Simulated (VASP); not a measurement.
A convergence study with VASP on BAs (zinc blende): one setting is varied, all else stays as given below, so the limit is that of these other settings. Each run relaxes cell and ions; the cell shown is the tightest run's result. The basis is that of the starting cell, so low cut-offs carry a Pulay error.

```
CELL_PARAMETERS angstrom
      0.00000     2.40826     2.40826
      2.40826     0.00000     2.40826
      2.40826     2.40826     0.00000
ATOMIC_POSITIONS crystal
  B  0.00000 0.00000 0.00000
  As 0.25000 0.25000 0.25000
```

Computed with PBE GGA, VASP's PBE PAW potentials (set 64) (plane waves; VASP). The tightest run used: 800 eV cut-off, 8×8×8 Γ-centred mesh, Gaussian smearing of 0.050 eV, potentials B As.

The reference is ENCUT = 800, which took about 20 core-seconds. Times come from single runs on busy shared machines, so they are rough: good to a factor of about 2.

Question: Of the settings ENCUT = 250; ENCUT = 300; ENCUT = 350; ENCUT = 400; ENCUT = 450; ENCUT = 500; ENCUT = 550; ENCUT = 600; ENCUT = 650; ENCUT = 700; ENCUT = 750; ENCUT = 800, which is the lowest that keeps the difference from the reference in relaxed volume (Å³/atom) within 0.1 from there on, and what does it cost?

Answer: ENCUT = 300; its cost over the reference is about 1/3.
```tsv
setting	difference in relaxed volume (Å³/atom)	cost over the reference
ENCUT = 250	0.234	about 1/3
ENCUT = 300	0.076	about 1/3
ENCUT = 350	0.020	about 1/2
ENCUT = 400	0.002	within a factor of 2
ENCUT = 450	0.000	within a factor of 2
ENCUT = 500	0.001	within a factor of 2
ENCUT = 550	0.002	within a factor of 2
ENCUT = 600	0.002	within a factor of 2
ENCUT = 650	0.002	within a factor of 2
ENCUT = 700	0.001	within a factor of 2
ENCUT = 750	0.000	within a factor of 2
ENCUT = 800	0.000	reference
```

Left out are rungs that failed or repeat a setting and relaxations that didn't move; long series are thinned to 24 rows.

The compound is BAs in the zinc blende structure.
